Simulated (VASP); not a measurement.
```
C3Si
1.0
    0.00000     1.78508     1.78508
    1.78508     0.00000     1.78508
    8.87560     8.87560    -1.73528
Si C
2 6
Cartesian
  8.30502   8.30502  -1.16470
  1.57158   1.57158   0.21350
  4.50382   4.50382   2.63650
  3.59498   3.59498  -0.02482
  6.28030   6.28030   2.64510
  5.38137   5.38137  -0.02613
  6.28162   6.28162  -0.92638
  7.15786   7.15786  -0.01754
```

Level of theory: PBEsol GGA, VASP's PBE PAW potentials (set 64) (plane waves; VASP 6.6.1). Run with 520 eV cut-off, Gaussian smearing of 0.050 eV, potentials Si C.

**Question.** Give the energies of bands 7 to 20 at the high-symmetry points, in eV from the Fermi level.

**Answer.** 
| band | Γ | T | H2 | L | S0 | F |
|---|---|---|---|---|---|---|
| 7 | -8.51 | -6.80 | -9.22 | -7.56 | -9.16 | -7.68 |
| 8 | -2.97 | -5.52 | -9.07 | -7.35 | -9.12 | -7.38 |
| 9 | -2.92 | -2.75 | -8.91 | -6.62 | -8.93 | -6.18 |
| 10 | -2.75 | -2.75 | -6.03 | -6.18 | -5.97 | -6.05 |
| 11 | -2.75 | -1.87 | -5.82 | -5.92 | -5.86 | -5.84 |
| 12 | -1.87 | -1.87 | -5.12 | -5.07 | -5.11 | -5.60 |
| 13 | -1.87 | -0.82 | -4.51 | -4.59 | -4.54 | -5.07 |
| 14 | -0.82 | -0.82 | -3.68 | -4.34 | -3.62 | -3.81 |
| 15 | -0.82 | -0.39 | -3.54 | -3.75 | -3.61 | -3.75 |
| 16 | 2.69 | 1.23 | -3.53 | -2.52 | -3.50 | -2.32 |
| 17 | 5.53 | 6.05 | -2.24 | -0.51 | -2.26 | -0.88 |
| 18 | 6.05 | 6.05 | 0.12 | 2.91 | 0.12 | 3.42 |
| 19 | 6.05 | 6.53 | 0.28 | 4.54 | 0.27 | 4.76 |
| 20 | 7.25 | 7.25 | 5.37 | 4.82 | 5.33 | 4.80 |

It has no gap at this level: it comes out as a metal or semimetal.

The structure was generated: C6Si2 was put into an ordered model structure (R-3m), which need not be its known phase. It was relaxed first, which changed the volume by -5 %.
